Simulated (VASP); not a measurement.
Level of theory: PBE GGA, VASP's PBE PAW potentials (set 64) (plane waves; VASP).

Input for VASP

File KPOINTS:
```
kpoints
0
Monkhorst Pack
7 7 6
```

**INCAR**
```
SYSTEM = Te
PREC = Accurate
ENCUT = 400
EDIFF = 1E-6
NELM = 100
ALGO = Normal
LREAL = .FALSE.
LASPH = .TRUE.
ISMEAR = 0
SIGMA = 0.05
GGA = PE
LMAXMIX = 4
LWAVE = .FALSE.
LCHARG = .FALSE.
ISIF = 2
```

**POSCAR**
```
Te
4.3744130
  0.5028196926  -0.8643914052   0.0000000000
  0.5028196926   0.8643914052   0.0000000000
  0.0000000000   0.0000000000   1.3646884736
Te
3
direct
  0.0000000000   0.2630000000   0.6666670000
  0.7370000000   0.7370000000   0.0000000000
  0.2767230000   0.0137230000   0.3333330000
```

POTCAR, in this order: Te (PBE.64 set). Program: vasp_std.

What VASP printed:

### OSZICAR
```
       N       E                     dE             d eps       ncg     rms          rms(c)
DAV:   1     0.678886636151E+02    0.67889E+02   -0.56690E+03  3822   0.896E+02
DAV:   2    -0.488165593011E+01   -0.72770E+02   -0.69977E+02  5080   0.145E+02
DAV:   3    -0.930666417627E+01   -0.44250E+01   -0.43967E+01  4612   0.410E+01
DAV:   4    -0.938891489624E+01   -0.82251E-01   -0.82180E-01  5078   0.674E+00
DAV:   5    -0.938991884212E+01   -0.10039E-02   -0.10039E-02  4563   0.664E-01    0.129E+01
DAV:   6    -0.937390367440E+01    0.16015E-01   -0.19955E-02  4097   0.961E-01    0.814E+00
DAV:   7    -0.937190581168E+01    0.19979E-02   -0.41331E-02  3997   0.142E+00    0.300E-01
DAV:   8    -0.937122831561E+01    0.67750E-03   -0.77315E-03  3867   0.569E-01    0.170E-01
DAV:   9    -0.937126153447E+01   -0.33219E-04   -0.22225E-04  4884   0.113E-01    0.118E-01
DAV:  10    -0.937130347276E+01   -0.41938E-04   -0.51116E-05  3907   0.515E-02    0.283E-02
DAV:  11    -0.937129717690E+01    0.62959E-05   -0.23263E-05  3902   0.331E-02    0.186E-02
DAV:  12    -0.937129735227E+01   -0.17537E-06   -0.23685E-06  2888   0.102E-02
   1 F= -.93712974E+01 E0= -.93712974E+01  d E =-.908146E-13
```

File OUTCAR:
```
------------------------ aborting loop because EDIFF is reached ----------------------------------------
  FORCE on cell =-STRESS in cart. coord.  units (eV):
  Direction    XX          YY          ZZ          XY          YZ          ZX
  --------------------------------------------------------------------------------------
  Total        1.4883360      1.8412469      1.9773901      0.1251368      0.2357927     -0.2130930
  in kB       24.0140808     29.7082475     31.9048971      2.0190641      3.8044798     -3.4382248
  external PRESSURE =      28.5424085 kB  Pullay stress =       0.0000000 kB
  volume of cell :       99.30
      direct lattice vectors                 reciprocal lattice vectors
     2.199541000 -3.781205000  0.000000000     0.227320155 -0.132232979  0.000000000
     2.199541000  3.781205000  0.000000000     0.227320155  0.132232979  0.000000000
     0.000000000  0.000000000  5.969711000     0.000000000  0.000000000  0.167512297
 POSITION                                       TOTAL-FORCE (eV/Angst)
 -----------------------------------------------------------------------------------
      0.57848      0.99446      3.97981         0.281336      0.405536      0.021500
      3.24212      0.00000      0.00000        -0.322172     -0.021292      0.055656
      0.63885     -0.99446      1.98990         0.040836     -0.384244     -0.077156
 -----------------------------------------------------------------------------------
    total drift:                               -0.000018      0.000036     -0.000034
  FREE ENERGIE OF THE ION-ELECTRON SYSTEM (eV)
  ---------------------------------------------------
  free  energy   TOTEN  =        -9.3712973523 eV

  energy  without entropy=       -9.3712973523  energy(sigma->0) =       -9.37129735
```
(Selected blocks of OUTCAR.)

The compound is Te in the trig structure. The cell was not relaxed at this level, atoms are displaced from their ideal sites. The run is one of a series of settings (KPOINTS 7×7×6 Monkhorst-Pack mesh against the base run), some of them coarse on purpose.
